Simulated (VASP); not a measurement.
A VASP calculation is set up with these files.

### POSCAR
```
BN
1.0
  1.2474955512  -2.1607259048   0.0000000000
  1.2474955512   2.1607259048   0.0000000000
  0.0000000000   0.0000000000   4.1270294766
B N
2 2
direct
  0.6666670000   0.3333330000   0.5003820368
  0.3333330000   0.6666670000   0.0003820368
  0.6666670000   0.3333330000   0.8746179632
  0.3333330000   0.6666670000   0.3746179632
```

### KPOINTS
```
Automatic mesh
0
Gamma
10 10 6
0 0 0
```

**INCAR**
```
# general
SYSTEM =BN
PREC   =Accurate
ENCUT  =620
LREAL  =.FALSE.
LASPH  =.TRUE.

# electronic loop
EDIFF  =1E-6
NELM   =100
ALGO   =Normal

# smearing
ISMEAR =0
SIGMA  =0.05

# functional
GGA    =PE

# ions
IBRION =2
NSW    =40
ISIF   =3
EDIFFG =-0.02
PSTRESS=450

# output
LWAVE  =.FALSE.
LCHARG =.FALSE.
```

POTCAR, in this order: B N (PBE.64 set). Program: vasp_std.

Question: Write an equivalent input for Quantum ESPRESSO's pw.x.

Answer: One equivalent input (not run):
```
&CONTROL
  calculation = 'vc-relax'
  pseudo_dir = './pseudo'
  outdir = './out'
  tprnfor = .true.
  tstress = .true.
  nstep = 40
  forc_conv_thr = 0.00078
/
&SYSTEM
  ibrav = 0
  nat = 4
  ntyp = 2
  ecutwfc = 84
  occupations = 'smearing'
  smearing = 'gaussian'
  degauss = 0.003675
  input_dft = 'pbe'
/
&ELECTRONS
  conv_thr = 7.3e-08
  electron_maxstep = 100
/
&IONS
/
&CELL
  press = 450
/
ATOMIC_SPECIES
  B 10.810 B.upf
  N 14.007 N.upf
CELL_PARAMETERS angstrom
     1.2474956   -2.1607259    0.0000000
     1.2474956    2.1607259    0.0000000
     0.0000000    0.0000000    4.1270295
ATOMIC_POSITIONS crystal
  B    0.6666670  0.3333330  0.5003820
  B    0.3333330  0.6666670  0.0003820
  N    0.6666670  0.3333330  0.8746180
  N    0.3333330  0.6666670  0.3746180
K_POINTS automatic
  10 10 6 0 0 0
```
What does not carry over: the potentials are each code's own (VASP's PAW set, PseudoDojo norm-conserving files in pw.x), so ENCUT and ecutwfc are chosen apart and not converted; conv_thr bounds pw.x's estimated SCF error, while EDIFF bounds the energy change between steps; forc_conv_thr acts on force components and is met together with etot_conv_thr.

The compound is BN in the wurtzite structure, a metastable high-pressure form. This run relaxes it under an external pressure of 45 GPa. Symmetry was kept, so distortions that lower it aren't found.
